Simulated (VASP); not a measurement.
Given:

```yaml
crystal:
  lattice:
    - [0.00000, 2.30520, 2.30520]
    - [2.30520, 0.00000, 2.30520]
    - [2.30520, 2.30520, 0.00000]
  atoms:
    - { symbol: Hf, position: [0.00000, 0.00000, 0.00000] }
    - { symbol: N, position: [0.50000, 0.50000, 0.50000] }
```

Calculation: PBE GGA, VASP's PBE PAW potentials (set 64) (plane waves; VASP 6.6.1). Numerical set-up: 520 eV cut-off, 12×12×12 Γ-centred mesh, first-order Methfessel-Paxton smearing of 0.10 eV, potentials Hf_pv N.

**Question.** Give the stress tensor in GPa (positive for a compressed cell).

**Answer.** 
```
-12.18    0.00    0.00
  0.00  -12.18    0.00
  0.00    0.00  -12.18
```
The pressure is its mean diagonal, -12.18 GPa.

The compound is HfN in the rock salt structure. The cell was not relaxed at this level. The electron count is odd and the run is not spin-polarised, which forces a metal.
